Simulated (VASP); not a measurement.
Runs of VASP 6.6.1 on Ca. It takes space group Fm-3m (No. 225, cubic). Conventional cell: a = 5.601 Å, b = 5.601 Å, c = 5.601 Å, α = 90.00°, β = 90.00°, γ = 90.00°. Ca (site symmetry m-3m) is surrounded by 12 Ca at 3.96 Å. 

```csv
task,level,potentials or basis,cell,k mesh,cutoff (eV),gap on the mesh (eV),pressure (GPa),relaxed volume (Å³/atom)
relaxation of cell and atoms,PBEsol,"VASP PAW PBE potentials, release 64 (Ca_sv)",relaxed,6 × 6 × 6,600,none,0.0,(a)
relaxation of cell and atoms,PBEsol,"VASP PAW PBE potentials, release 64 (Ca_pv)",relaxed,14 × 14 × 14,580,none,0.0,40.58
relaxation of cell and atoms,RPBE,"VASP PAW PBE potentials, release 64 (Ca_sv)",relaxed,14 × 14 × 14,600,none,0.0,44.52
relaxation of cell and atoms,PBE+D3(BJ),"VASP PAW PBE potentials, release 64 (Ca_sv)",relaxed,14 × 14 × 14,600,none,0.0,40.21
relaxation of cell and atoms,PBEsol,"VASP PAW PBE potentials, release 64 (Ca_sv)",relaxed,14 × 14 × 14,480,none,0.0,40.58
relaxation of cell and atoms,LDA,"VASP PAW LDA potentials, release 64 (Ca_sv)",relaxed,14 × 14 × 14,600,none,0.0,38.05
single point,PBEsol,"VASP PAW PBE potentials, release 64 (Ca_sv)",as given,14 × 14 × 14,520,none,(b),-
relaxation of cell and atoms,PBE,"VASP PAW PBE potentials, release 64 (Ca_sv)",relaxed,14 × 14 × 14,600,none,0.0,42.28
```

Alike in all rows: no spin polarisation; smearing gaussian 0.1 eV.

Q: Fill in the values left out.

A: (a) 40.40; (b) -1.2.

Caveats: the PAW data sets were made with another functional, which shifts forces and pressure a little (some runs); pairwise dispersion overbinds metals, which lowers pressure and volume (some runs); the volume moved by -13 % from the deposited cell, more than functionals usually miss (some runs).

A gap of «none» marks a metal or a gap under the smearing width.

The runs don't all hold the same shells in valence.
